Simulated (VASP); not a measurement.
The system is Cs4BePb3Br12 (a cell with a defect).

```
CELL_PARAMETERS angstrom
-5.87000 5.87000 5.87000
5.87000 -5.87000 5.87000
5.87000 5.87000 -5.87000
ATOMIC_POSITIONS crystal
Cs 0.00000 0.00000 0.00000
Cs 0.50000 0.50000 0.00000
Cs 0.50000 0.00000 0.50000
Cs 0.00000 0.50000 0.50000
Be 0.50000 0.50000 0.50000
Pb 0.00000 0.00000 0.50000
Pb 0.00000 0.50000 0.00000
Pb 0.50000 0.00000 0.00000
Br 0.50000 0.25000 0.25000
Br 0.00000 0.75000 0.25000
Br 0.00000 0.25000 0.75000
Br 0.50000 0.75000 0.75000
Br 0.25000 0.50000 0.25000
Br 0.75000 0.00000 0.25000
Br 0.75000 0.50000 0.75000
Br 0.25000 0.00000 0.75000
Br 0.25000 0.25000 0.50000
Br 0.75000 0.75000 0.50000
Br 0.75000 0.25000 0.00000
Br 0.25000 0.75000 0.00000
```

Base run:

* Program: VASP 6.6.1
* Functional: PBE
* Potentials or basis: VASP PAW PBE potentials, release 64 (Cs_sv, Be, Pb_d, Br)
* Cutoff: 520 eV
* k mesh: 3 × 3 × 3
* Occupations: fermi-dirac, width 0.01 eV
* Spin: no spin polarisation

Its results: band gap on the k mesh 1.09 eV, indirect (least direct gap 1.74 eV); pressure -0.3 GPa; largest force 1.207 eV/Å.

Question: The run is repeated on the same cell with these changes: k mesh from 3 × 3 × 3 to 2 × 2 × 2. What comes out?

Answer: Band gap on the k mesh 1.28 eV, indirect (least direct gap 1.66 eV); pressure -0.3 GPa; largest force 1.196 eV/Å.

Caveats: spin-orbit coupling is left out, which as a rule narrows the gap of such compounds by several tenths of an eV.

A k mesh can miss the band edges.

Not every run made on this cell is shown here.
